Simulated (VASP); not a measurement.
# SrTiO3 (Tausonite): relaxation of cell and atoms with LDA

Crystal: SrTiO3 (Tausonite).

```
Sr Ti O
1.0
     3.85559    0.00000    0.00000
     0.00000    3.85559    0.00000
     0.00000    0.00000    3.85559
Sr Ti O
1 1 3
Direct
  0.50000 0.50000 0.50000
  0.00000 0.00000 0.00000
  0.50000 0.00000 0.00000
  0.00000 0.50000 0.00000
  0.00000 0.00000 0.50000
```

```yaml
Program: VASP 6.6.1
Task: relaxation of cell and atoms
Functional: LDA
Potentials_or_basis: VASP PAW LDA potentials, release 64 (Sr_sv, Ti_sv, O)
Cutoff: 600 eV
k_mesh: 8 × 8 × 8
Occupations: gaussian, width 0.03 eV
Spin: no spin polarisation
Target_pressure: 0.72 GPa
Further_INCAR_settings: ALGO = Normal; EDIFF = 1e-07; IBRION = 2; EDIFFG = -0.005; NSW = 90; ISIF = 3
Target_pressure: 0.72 GPa
```

The pressure after relaxing is 0.7 GPa. The band gap on the k mesh is 1.81 eV, indirect (least direct gap 2.15 eV).

Final structure:
```
Sr Ti O
1.0
     3.85559    0.00000    0.00000
     0.00000    3.85559    0.00000
     0.00000    0.00000    3.85559
Sr Ti O
1 1 3
Cartesian
  1.9278 1.9278 1.9278
  0.0000 0.0000 0.0000
  1.9278 0.0000 0.0000
  0.0000 1.9278 0.0000
  0.0000 0.0000 1.9278
```

Levels at points of the mesh, in eV from the valence-band top:
```
           k point  band 17  band 18  band 19  band 20  band 21  band 22  band 23  band 24
(0.00, 0.00, 0.00)    -1.25    -0.33    -0.33    -0.33     1.81     1.81     1.81     4.60
(0.50, 0.00, 0.00)    -2.50    -2.17    -0.73    -0.73     2.01     3.94     3.94     4.64
(0.50, 0.50, 0.00)    -1.71    -1.62    -1.62    -0.10     3.95     3.95     4.41     5.67
(0.50, 0.50, 0.50)    -3.89     0.00     0.00     0.00     4.67     4.67     4.67     7.00
```

It took 21 s on 1 thread of Intel(R) Xeon(R) 6975P-C (Granite Rapids) (shared host), peak memory 0.19 GiB.

Caveat: the relaxation stopped at its first step, so nothing moved; the cell is relaxed towards a set pressure, so the enthalpy falls and the energy may rise. A k mesh can miss the band edges.
